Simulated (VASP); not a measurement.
A run of VASP 6.6.1:

The input INCAR:

```
SYSTEM = KTaO3
PREC = Accurate
ENCUT = 600
EDIFF = 1E-7
ISMEAR = 0
SIGMA = 0.01
LREAL = .False.
LASPH = .True.
NELM = 100
ALGO = Normal
ISIF = 3
LWAVE = .False.
LCHARG = .False.
GGA = PS
IBRION = 2
NSW = 80
EDIFFG = -0.001
```

The input KPOINTS:

```
Automatic mesh
0
Gamma
  8 8 8
  0 0 0
```

Contents of POSCAR:

```
KTaO3
1.0
    3.9853843300      0.0000000000      0.0000000000
    0.0000000000      3.9853843300      0.0000000000
    0.0000000000      0.0000000000      3.9853843300
K Ta O
1 1 3
Direct
    0.5000000000      0.5000000000      0.5000000000
    0.0000000000      0.0000000000      0.0000000000
    0.5000000000      0.0000000000      0.0000000000
    0.0000000000      0.5000000000      0.0000000000
    0.0000000000      0.0000000000      0.5000000000
```

Potentials or basis: VASP PAW PBE potentials, release 64 (K_sv, Ta_pv, O).

Run with:

```bash
$ cat potpaw_PBE.64/K_sv/POTCAR potpaw_PBE.64/Ta_pv/POTCAR potpaw_PBE.64/O/POTCAR > POTCAR
$ mpirun -np 1 vasp_std > vasp.out
```

Hardware: 1 thread of Intel(R) Xeon(R) Platinum 8488C (Sapphire Rapids) (shared host).

Q: How long does it take, and how much memory?

A: It took 57 s on 1 thread of Intel(R) Xeon(R) Platinum 8488C (Sapphire Rapids) (shared host), peak memory 0.22 GiB. Counts: scf iterations 32, k points 35, ion steps 3.
